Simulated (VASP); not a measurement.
ScZr$_{3}$N$_{4}$ (ordered alloy cell): computed properties

Calculation: PBEsol GGA, VASP's PBE PAW potentials (set 64) (plane waves; VASP 6.6.1).

For ScZr$_{3}$N$_{4}$, the space group is R-3m (166), the cell is a = 3.2051 Å, b = 3.2051 Å, c = 31.4327 Å, α = 90.00°, β = 90.00°, γ = 120.00° and the volume per atom is 11.65 Å³/atom. The band gap (over mesh and band path) comes out as none (metal, semimetal or under 0.01 eV) and the density is 6.67 g/cm³.

```
ScZr3N4
1.0
    0.00000     2.26632     2.26632
    2.26632     0.00000     2.26632
    9.07098     9.07098    -0.00569
Zr N Sc
3 4 1
Direct
  0.00188   0.00188   0.99859
  0.00000   0.00000   0.25000
  0.99812   0.99812   0.50141
  0.50186   0.50186   0.12361
  0.49814   0.49814   0.37639
  0.49803   0.49803   0.62647
  0.50197   0.50197   0.87353
  0.00000   0.00000   0.75000
```

The structure was generated: ScZr3N4 was put into an ordered model structure (R-3m), which need not be its known phase. It was relaxed first. Symmetry was kept, so distortions that lower it aren't found. The electron count is odd and the run is not spin-polarised, which forces a metal.
